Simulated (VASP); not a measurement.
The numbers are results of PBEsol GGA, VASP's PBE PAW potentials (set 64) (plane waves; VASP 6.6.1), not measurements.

The input files of a VASP run:

### INCAR
```
SYSTEM = TiB2
PREC = Accurate
ENCUT = 400
EDIFF = 1E-6
NELM = 100
ALGO = Normal
LREAL = .FALSE.
LASPH = .TRUE.
ISMEAR = -1
SIGMA = 0.05
GGA = PS
LMAXMIX = 4
LWAVE = .FALSE.
LCHARG = .FALSE.
ISIF = 2
```

File POSCAR:
```
TiB2
1
    1.5123150000    -2.6194070000     0.0000000000
    1.5123150000     2.6194070000     0.0000000000
    0.0000000000     0.0000000000     3.2242760000
Ti B
1 2
Direct
  0.0000000000   0.0000000000   0.0000000000
  0.3333330000   0.6666670000   0.5000000000
  0.6666670000   0.3333330000   0.5000000000
```

KPOINTS:
```
Automatic mesh
0
Gamma
12 12 10
0 0 0
```

POTCAR, in this order: Ti_sv B (PBE.64 set). Program: vasp_std.

At this cut-off the stress carries a Pulay error, which pulls relaxed volumes low.

Predict the energy per atom (σ→0), pressure, band gap (on the k-mesh).

```yaml
energy per atom (σ→0): -8.594 eV/atom
band gap (on the k-mesh): none (metal, semimetal or under 0.01 eV)
pressure: -3.96 GPa
```

### OSZICAR
```
...
DAV:   8    -0.257928703959E+02   -0.71973E-02   -0.16528E-01  4297   0.374E+00    0.752E-01
DAV:   9    -0.257838441419E+02    0.90263E-02   -0.73026E-02  4005   0.354E+00    0.267E-01
DAV:  10    -0.257831753369E+02    0.66880E-03   -0.48233E-03  3678   0.951E-01    0.655E-02
DAV:  11    -0.257831825190E+02   -0.71821E-05   -0.26998E-04  4144   0.213E-01    0.523E-02
DAV:  12    -0.257831595230E+02    0.22996E-04   -0.15175E-04  3851   0.170E-01    0.926E-03
DAV:  13    -0.257831580210E+02    0.15020E-05   -0.97363E-06  3585   0.406E-02    0.161E-03
DAV:  14    -0.257831579756E+02    0.45447E-07   -0.20060E-07  1662   0.535E-03
   1 F= -.25783158E+02 E0= -.25781346E+02  d E =-.362362E-02
```

The structure is a typed TiB2 crystal. The cell was not relaxed at this level, and its volume differs by -5.9 % from the start's.
